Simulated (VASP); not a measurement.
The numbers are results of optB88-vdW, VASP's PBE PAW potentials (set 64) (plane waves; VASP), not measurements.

Input for VASP

INCAR:
```
! general
SYSTEM   = As
PREC     = Accurate
ENCUT    = 520
LREAL    = .FALSE.
LASPH    = .TRUE.

! electronic loop
EDIFF    = 1E-6
NELM     = 100
ALGO     = Normal
LMAXMIX  = 4

! smearing
ISMEAR   = 1
SIGMA    = 0.1

! functional
GGA      = BO
LUSE_VDW = .TRUE.
AGGAC    = 0.0
PARAM1   = 0.1833333333
PARAM2   = 0.22

! ions
IBRION   = 2
NSW      = 60
ISIF     = 3
EDIFFG   = -0.01

! output
LWAVE    = .FALSE.
LCHARG   = .FALSE.
```

**KPOINTS**
```
Automatic mesh
0
Gamma
10 10 10
0 0 0
```

**POSCAR**
```
As
1
    3.7649129551    -1.9149231771     0.0049945453
    3.7649129551     1.9149231771     0.0049945453
    2.7867335224     0.0000000000     3.1742148092
As
2
Direct
  0.2269025727   0.2269025727   0.2269025727
  0.7730974273   0.7730974273   0.7730974273
```

POTCAR, in this order: As (PBE.64 set). Program: vasp_std.

Output of the run:

File OSZICAR:
```
       N       E                     dE             d eps       ncg     rms          rms(c)
DAV:   1     0.346994246098E+02    0.34699E+02   -0.42646E+03  2088   0.914E+02
DAV:   2    -0.488473189185E+01   -0.39584E+02   -0.38462E+02  3271   0.124E+02
DAV:   3    -0.619864303645E+01   -0.13139E+01   -0.13102E+01  2463   0.272E+01
DAV:   4    -0.620633819971E+01   -0.76952E-02   -0.76929E-02  2545   0.215E+00
DAV:   5    -0.620636142671E+01   -0.23227E-04   -0.23226E-04  2369   0.110E-01    0.288E+00
DAV:   6    -0.619349967269E+01    0.12862E-01   -0.14051E-02  2273   0.855E-01    0.175E+00
DAV:   7    -0.618991573822E+01    0.35839E-02   -0.27819E-02  2278   0.124E+00    0.101E-01
DAV:   8    -0.618999446373E+01   -0.78726E-04   -0.77236E-04  2151   0.223E-01    0.405E-02
DAV:   9    -0.619003472959E+01   -0.40266E-04   -0.76926E-05  2391   0.792E-02    0.176E-02
DAV:  10    -0.619003502000E+01   -0.29041E-06   -0.50520E-06  2332   0.158E-02
   1 F= -.61900350E+01 E0= -.61899406E+01  d E =-.619004E+01
```

OUTCAR:
```
------------------------ aborting loop because EDIFF is reached ----------------------------------------
  FORCE on cell =-STRESS in cart. coord.  units (eV):
  Direction    XX          YY          ZZ          XY          YZ          ZX
  --------------------------------------------------------------------------------------
  Total        0.0048687      0.0089784      0.0085868      0.0000000      0.0000000     -0.0012685
  in kB        0.1706291      0.3146594      0.3009384      0.0000000      0.0000000     -0.0444550
  external PRESSURE =       0.2620756 kB  Pullay stress =       0.0000000 kB
  volume of cell :       45.72
      direct lattice vectors                 reciprocal lattice vectors
     3.764912955 -1.914923177  0.004994545     0.132960049 -0.261107080 -0.116729411
     3.764912955  1.914923177  0.004994545     0.132960049  0.261107080 -0.116729411
     2.786733522  0.000000000  3.174214809    -0.000418418  0.000000000  0.315405882
 POSITION                                       TOTAL-FORCE (eV/Angst)
 -----------------------------------------------------------------------------------
      2.34085      0.00000      0.72250        -0.000075      0.000000     -0.000023
      7.97571      0.00000      2.46170         0.000075      0.000000      0.000023
 -----------------------------------------------------------------------------------
    total drift:                                0.000000     -0.000000      0.000000
  FREE ENERGIE OF THE ION-ELECTRON SYSTEM (eV)
  ---------------------------------------------------
  free  energy   TOTEN  =        -6.1900350200 eV

  energy  without entropy=       -6.1897518613  energy(sigma->0) =       -6.18994063

 reached required accuracy - stopping structural energy minimisation
```
(Selected blocks of OUTCAR.)

The compound is As in the a7 structure. It was relaxed first, which changed the volume by +6 %. The start is the result of an earlier pass.
